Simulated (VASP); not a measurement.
# Na3Sc (Fm-3m) in VASP: reference runs

Reference runs on Na3Sc: the cell as given.

All numbers are computed with VASP 6.6.1; they aren't measurements. Logs are shortened: lines on timing, memory, paths and dates and some standing lists are left out, and cuts for length are marked.

**1. The structure**

Symmetry: Fm-3m, No. 225, cubic system. Conventional cell: a = 6.793 Å, b = 6.793 Å, c = 6.793 Å, α = 90.00°, β = 90.00°, γ = 90.00°. Na (site symmetry -43m) has 4 Na at 2.94 Å and 4 Sc at 2.94 Å as nearest neighbours. Around Na (site symmetry m-3m) lie 8 Na at 2.94 Å. Sc (site symmetry m-3m) is surrounded by 8 Na at 2.94 Å.

The cell was built by a generator and needn't be a form met in nature.

**2. Single point, PBE**

File INCAR:

```
SYSTEM = Na3Sc
PREC = Accurate
ENCUT = 520
EDIFF = 1E-7
ISMEAR = -1
SIGMA = 0.05
LREAL = .FALSE.
LASPH = .TRUE.
NELM = 100
ALGO = Normal
ISIF = 2
LWAVE = .FALSE.
LCHARG = .FALSE.
GGA = PE
NBANDS = 24
```

File KPOINTS:

```
regular mesh
0
G
  7 7 7
  0 0 0
```

File POSCAR:

```
Na3Sc
1.0
    0.0000000000      3.3965029400      3.3965029400
    3.3965029400      0.0000000000      3.3965029400
    3.3965029400      3.3965029400      0.0000000000
Na Sc
3 1
Direct
    0.2500000000      0.2500000000      0.2500000000
    0.7500000000      0.7500000000      0.7500000000
    0.5000000000      0.5000000000      0.5000000000
    0.0000000000      0.0000000000      0.0000000000
```

Potentials or basis: VASP PAW PBE potentials, release 64 (Na_pv, Sc_sv).

Started as:

```bash
$ cat potpaw_PBE.64/Na_pv/POTCAR potpaw_PBE.64/Sc_sv/POTCAR > POTCAR
$ mpirun -np 1 vasp_std > vasp.out
```

OUTCAR:

```text
SYSTEM = Na3Sc
   PREC = Accurate
   ENCUT = 520
   EDIFF = 1E-7
   ISMEAR = -1
   LREAL = .FALSE.
   LASPH = .TRUE.
   NELM = 100
   ISIF = 2
   GGA = PE

 ion  position               nearest neighbor table
   1  0.250  0.250  0.250-   4 2.94   4 2.94   4 2.94   4 2.94
   2  0.750  0.750  0.750-   4 2.94   4 2.94   4 2.94   4 2.94
   3  0.500  0.500  0.500-
   4  0.000  0.000  0.000-   1 2.94   2 2.94   2 2.94   2 2.94   2 2.94   1 2.94   1 2.94   1 2.94

  LATTYP: Found a face centered cubic cell.
 ALAT       =     6.7930058800

  Lattice vectors:

 A1 = (   0.0000000000,   3.3965029400,   3.3965029400)
 A2 = (   3.3965029400,   0.0000000000,   3.3965029400)
 A3 = (   3.3965029400,   3.3965029400,   0.0000000000)

Analysis of symmetry for initial positions (statically):
=====================================================================
 Subroutine PRICEL returns:
 Original cell was already a primitive cell.

 Routine SETGRP: Setting up the symmetry group for a
 face centered cubic supercell.

 Subroutine GETGRP returns: Found 48 space group operations
 (whereof 48 operations were pure point group operations)
 out of a pool of 48 trial point group operations.

The static configuration has the point symmetry O_h .

Analysis of symmetry for dynamics (positions and initial velocities):
=====================================================================
 Subroutine PRICEL returns:
 Original cell was already a primitive cell.

 Routine SETGRP: Setting up the symmetry group for a
 face centered cubic supercell.

 Subroutine GETGRP returns: Found 48 space group operations
 (whereof 48 operations were pure point group operations)
 out of a pool of 48 trial point group operations.

The dynamic configuration has the point symmetry O_h .

 Subroutine INISYM returns: Found 48 space group operations
 (whereof 48 operations are pure point group operations),
 and found     1 'primitive' translations

----------------------------------------------------------------------------------------

                                     Primitive cell

  volume of cell :      78.3657

  direct lattice vectors                    reciprocal lattice vectors
     0.000000000  3.396502940  3.396502940    -0.147210236  0.147210236  0.147210236
     3.396502940  0.000000000  3.396502940     0.147210236 -0.147210236  0.147210236
     3.396502940  3.396502940  0.000000000     0.147210236  0.147210236 -0.147210236

  length of vectors
     4.803380522  4.803380522  4.803380522     0.254975608  0.254975608  0.254975608

  position of ions in fractional coordinates (direct lattice)
     0.250000000  0.250000000  0.250000000
     0.750000000  0.750000000  0.750000000
     0.500000000  0.500000000  0.500000000
     0.000000000  0.000000000  0.000000000

  ion indices of the primitive-cell ions
   primitive index   ion index
                 1           1
                 2           2
                 3           3
                 4           4

----------------------------------------------------------------------------------------

 KPOINTS: regular mesh

Automatic generation of k-mesh.
 Grid dimensions read from file:
 generate k-points for:    7    7    7

 Generating k-lattice:

  Cartesian coordinates                     Fractional coordinates (reciprocal lattice)
    -0.021030034  0.021030034  0.021030034     0.142857143  0.000000000  0.000000000
     0.021030034 -0.021030034  0.021030034     0.000000000  0.142857143  0.000000000
     0.021030034  0.021030034 -0.021030034     0.000000000  0.000000000  0.142857143

  Length of vectors
     0.036425087  0.036425087  0.036425087

  Shift w.r.t. Gamma in fractional coordinates (k-lattice)
     0.000000000  0.000000000  0.000000000

 Subroutine IBZKPT returns following result:
 ===========================================

 Found     20 irreducible k-points:

 Following reciprocal coordinates:
            Coordinates               Weight
  0.000000  0.000000  0.000000      1.000000
  0.142857  0.000000  0.000000      8.000000
  0.285714  0.000000  0.000000      8.000000
  0.428571  0.000000  0.000000      8.000000
  0.142857  0.142857  0.000000      6.000000
  0.285714  0.142857  0.000000     24.000000
[... 12 lines left out ...]
 -0.428571  0.428571  0.142857     24.000000
 -0.285714  0.428571  0.142857     24.000000
   k-points           NKPTS =     20   k-points in BZ     NKDIM =     20   number of bands    NBANDS=     24
   number of dos      NEDOS =    301   number of ions     NIONS =      4
   total plane-waves  NPLWV =  46656
   dimension x,y,z NGX =    36 NGY =   36 NGZ =   36
   dimension x,y,z NGXF=    72 NGYF=   72 NGZF=   72
   ions per type =               3   1
   NGX,Y,Z   is equivalent  to a cutoff of  12.46, 12.46, 12.46 a.u.
   NGXF,Y,Z  is equivalent  to a cutoff of  24.92, 24.92, 24.92 a.u.
 SYSTEM =  Na3Sc
   PREC   = accura    normal or accurate (medium, high low for compatibility)
   ISTART =      0    job   : 0-new  1-cont  2-samecut
   ICHARG =      2    charge: 1-file 2-atom 10-const
   ISPIN  =      1    spin polarized calculation?
   LNONCOLLINEAR =      F non collinear calculations
   LSORBIT =      F    spin-orbit coupling
   LASPH  =      T    aspherical Exc in radial PAW
   ENCUT  =  520.0 eV  38.22 Ry    6.18 a.u.   8.93  8.93  8.93*2*pi/ulx,y,z
   NELM   =    100;   NELMIN=  2; NELMDL= -5     # of ELM steps
   EDIFF  = 0.1E-06   stopping-criterion for ELM
   LREAL  =      F    real-space projection
   EDIFFG = 0.1E-05   stopping-criterion for IOM
   NSW    =      0    number of steps for IOM
   IBRION =     -1    ionic relax: 0-MD 1-quasi-New 2-CG
   NFREE  =      0    steps in history (QN), initial steepest desc. (CG)
   ISIF   =      2    stress and relaxation
   ISYM   =      2    0-nonsym 1-usesym 2-fastsym
   POTIM  = 0.5000    time-step for ionic-motion
   TEBEG  =    0.0;   TEEND  =   0.0 temperature during run
   PSTRESS=    0.0 pullay stress
   NELECT =      32.0000    total number of electrons
   NUPDOWN=      -1.0000    fix difference up-down
   EMIN   =  10.00;   EMAX   =-10.00  energy-range for DOS
   EFERMI =   0.00;   METHOD = LEGACY
   ISMEAR =    -1;   SIGMA  =   0.05  broadening in eV -4-tet -1-fermi 0-gaus
   EFERMI_NEDOS =   21; number of points for ismear=-14 and -15
   IALGO  =     38    algorithm
   IMIX   =      4    mixing-type and parameters
     AMIX     =   0.40;   BMIX     =  1.00
     AMIX_MAG =   1.60;   BMIX_MAG =  1.00
  volume/ion in A,a.u.               =      19.59       132.21
  Fermi-wavevector in a.u.,A,eV,Ry     =   1.214552  2.295171 20.070456  1.475137
  Thomas-Fermi vector in A             =   2.349968
   LORBIT       =      0    0 simple, 1 ext, 2 COOP (PROOUT), +10 PAW based schemes
   GGA     = PE    functional components
   LHFCALC =     F    Hartree Fock is set to
   AEXX    =    0.0000 exact exchange contribution
   IVDW    =     0    specifies the selected vdW correction
   LEPSILON=     F    determine dielectric tensor
   LRPA    =     F    only Hartree local field effects (RPA)
 non-spin polarized calculation
  energy-cutoff  :      520.00
  volume of cell :       78.37
 maximum number of plane-waves:      2129
   NGX = 17   NGY = 17   NGZ = 17

 number of electron      31.9999985 magnetization

 Free energy of the ion-electron system (eV)
  ---------------------------------------------------
  ext. energy  EPLUGINS =         0.00000000
  ---------------------------------------------------
  free energy    TOTEN  =        -6.56440588 eV

  energy without entropy =       -6.53222051  energy(sigma->0) =       -6.54831320

 E-fermi :   3.4585     XC(G=0):  -9.1144

 val. band max:        3.4501445858   @ k =   0.1429   0.0000   0.0000
 cond. band min:       3.4769046632   @ k =   0.1429   0.1429   0.0000
 fundamental gap:      0.0267600774
 Fermi energy:         3.4585421369

 k-point     1 :       0.0000    0.0000    0.0000
  band No.  band energies     occupation
      1     -46.6492      2.00000
      2     -25.3303      2.00000
      3     -25.3303      2.00000
      4     -25.3303      2.00000
      5     -20.8122      2.00000
      6     -20.8122      2.00000
[... 16 lines left out ...]
     23      10.0831      0.00000
     24      10.0831      0.00000

 k-point     2 :       0.1429    0.0000    0.0000
  band No.  band energies     occupation
      1     -46.6492      2.00000
      2     -25.3313      2.00000
      3     -25.3307      2.00000
      4     -25.3307      2.00000
      5     -20.8278      2.00000
      6     -20.8197      2.00000
[... 16 lines left out ...]
     23       9.9846      0.00000
     24      10.1292      0.00000

 k-point     3 :       0.2857    0.0000    0.0000
  band No.  band energies     occupation
      1     -46.6491      2.00000
      2     -25.3334      2.00000
      3     -25.3315      2.00000
      4     -25.3315      2.00000
      5     -20.8315      2.00000
      6     -20.8294      2.00000
[... 16 lines left out ...]
     23       9.4950      0.00000
     24       9.6166      0.00000

 k-point     4 :       0.4286    0.0000    0.0000
  band No.  band energies     occupation
      1     -46.6491      2.00000
      2     -25.3350      2.00000
      3     -25.3321      2.00000
      4     -25.3321      2.00000
      5     -20.8352      2.00000
      6     -20.8352      2.00000
[... 16 lines left out ...]
     23       9.1051      0.00000
     24       9.4273      0.00000

 k-point     5 :       0.1429    0.1429    0.0000
  band No.  band energies     occupation
      1     -46.6491      2.00000
      2     -25.3313      2.00000
      3     -25.3313      2.00000
      4     -25.3307      2.00000
      5     -20.8331      2.00000
      6     -20.8331      2.00000
[... 16 lines left out ...]
     23       9.3099      0.00000
     24       9.6963      0.00000

 k-point     6 :       0.2857    0.1429    0.0000
  band No.  band energies     occupation
      1     -46.6491      2.00000
      2     -25.3329      2.00000
      3     -25.3322      2.00000
      4     -25.3313      2.00000
      5     -20.8424      2.00000
      6     -20.8407      2.00000
[... 16 lines left out ...]
     23       8.7273      0.00000
     24       9.7524      0.00000
[... 271 lines left out ...]
 k-point    17 :       0.4286    0.2857    0.1429
  band No.  band energies     occupation
      1     -46.6491      2.00000
      2     -25.3338      2.00000
      3     -25.3335      2.00000
      4     -25.3320      2.00000
      5     -20.8536      2.00000
      6     -20.8409      2.00000
[... 16 lines left out ...]
     23       8.7280      0.00000
     24       9.6976      0.00000

 k-point    18 :      -0.4286    0.2857    0.1429
  band No.  band energies     occupation
      1     -46.6490      2.00000
      2     -25.3350      2.00000
      3     -25.3337      2.00000
      4     -25.3330      2.00000
      5     -20.8615      2.00000
      6     -20.8327      2.00000
[... 16 lines left out ...]
     23       8.8988      0.00000
     24       9.8443      0.00000

 k-point    19 :      -0.4286    0.4286    0.1429
  band No.  band energies     occupation
      1     -46.6490      2.00000
      2     -25.3350      2.00000
      3     -25.3347      2.00000
      4     -25.3334      2.00000
      5     -20.8707      2.00000
      6     -20.8488      2.00000
[... 16 lines left out ...]
     23       8.6421      0.00000
     24       9.4550      0.00000

 k-point    20 :      -0.2857    0.4286    0.1429
  band No.  band energies     occupation
      1     -46.6490      2.00000
      2     -25.3351      2.00000
      3     -25.3341      2.00000
      4     -25.3340      2.00000
      5     -20.8732      2.00000
      6     -20.8354      2.00000
[... 16 lines left out ...]
     23       9.0647      0.00000
     24      10.2206      0.00000

------------------------ aborting loop because EDIFF is reached ----------------------------------------

  FORCE on cell =-STRESS in cart. coord.  units (eV):
  Direction    XX          YY          ZZ          XY          YZ          ZX
  --------------------------------------------------------------------------------------
  -------------------------------------------------------------------------------------
  Total        8.5108860      8.5108860      8.5108860     -0.0000000     -0.0000000     -0.0000000
  in kB      174.0040579    174.0040579    174.0040579     -0.0000000     -0.0000000     -0.0000000
  external PRESSURE =     174.0040579 kB  Pullay stress =       0.0000000 kB

 VOLUME and BASIS-vectors are now :
 -----------------------------------------------------------------------------
  energy-cutoff  :      520.00
  volume of cell :       78.37
      direct lattice vectors                 reciprocal lattice vectors
     0.000000000  3.396502940  3.396502940    -0.147210236  0.147210236  0.147210236
     3.396502940  0.000000000  3.396502940     0.147210236 -0.147210236  0.147210236
     3.396502940  3.396502940  0.000000000     0.147210236  0.147210236 -0.147210236

 POSITION                                       TOTAL-FORCE (eV/Angst)
 -----------------------------------------------------------------------------------
      1.69825      1.69825      1.69825         0.000000     -0.000000      0.000000
      5.09475      5.09475      5.09475         0.000000      0.000000      0.000000
      3.39650      3.39650      3.39650        -0.000000     -0.000000     -0.000000
      0.00000      0.00000      0.00000        -0.000000     -0.000000     -0.000000
 -----------------------------------------------------------------------------------
    total drift:                                0.000000      0.000000      0.000000

  FREE ENERGIE OF THE ION-ELECTRON SYSTEM (eV)
  ---------------------------------------------------
  free  energy   TOTEN  =        -6.5644058840 eV

  energy  without entropy=       -6.5322205083  energy(sigma->0) =       -6.54831320
```

Run time: 16 s. Hardware: 1 thread of Intel Xeon 6975P-C (Granite Rapids), shared host; peak memory 0.21 GiB.

What came out:

- Free energy: -6.5644 eV
- Pressure: 17.4 GPa
- Band gap on the k mesh: none (metal or under the smearing width)

Caveat: so large a pressure means that the cell lies far from this level's equilibrium, or that cutoff or potentials fall short.
